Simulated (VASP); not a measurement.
```
BaHfO3
1.0
    4.18869     0.00000     0.00000
    0.00000     4.18869     0.00000
    0.00000     0.00000     4.18869
Ba Hf O
1 1 3
Direct
  0.00000   0.00000   0.00000
  0.50000   0.50000   0.50000
  0.50000   0.00000   0.50000
  0.00000   0.50000   0.50000
  0.50000   0.50000   0.00000
```

The numbers are results of optB88-vdW, VASP's PBE PAW potentials (set 64) (plane waves; VASP), not measurements. Settings: 520 eV cut-off, 5×5×5 Γ-centred mesh, Gaussian smearing of 0.050 eV, potentials Ba_sv Hf_pv O.

Q: Estimate the energy per atom (σ→0).

A: 
```yaml
energy per atom (σ→0): -6.983 eV/atom
```

Total energies compare only between runs with the same potentials, cut-off and functional.

The compound is BaHfO3 in the cubic perovskite structure. It was relaxed first.
